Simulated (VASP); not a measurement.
Here is a VASP 6.6.1 calculation.

INCAR

```
SYSTEM = Al
PREC = Accurate
ENCUT = 520
EDIFF = 1E-7
ISMEAR = 0
SIGMA = 0.1
LREAL = .False.
LASPH = .True.
NELM = 80
ALGO = Normal
ISIF = 2
LWAVE = .False.
LCHARG = .False.
GGA = PE
```

File KPOINTS:

```
regular mesh
0
Gamma
  10 10 10
  0 0 0
```

Contents of POSCAR:

```
Al                                      
1.0
    0.0000000000      1.9562704980      1.9562704980
    1.9562704980      0.0000000000      1.9562704980
    1.9562704980      1.9562704980      0.0000000000
  Al            
     1
Direct
     0.0000000000000000    0.0000000000000000    0.0000000000000000
```

Potentials or basis: VASP PAW PBE potentials, release 64 (Al).

Run with:

```sh
$ cat potpaw_PBE.64/Al/POTCAR > POTCAR
$ mpirun -np 1 vasp_std > vasp.out
```

Question: Estimate the band gap on the k mesh.

Answer: None (metal or under the smearing width).

Question: Estimate the pressure.

Answer: 8.7 GPa.
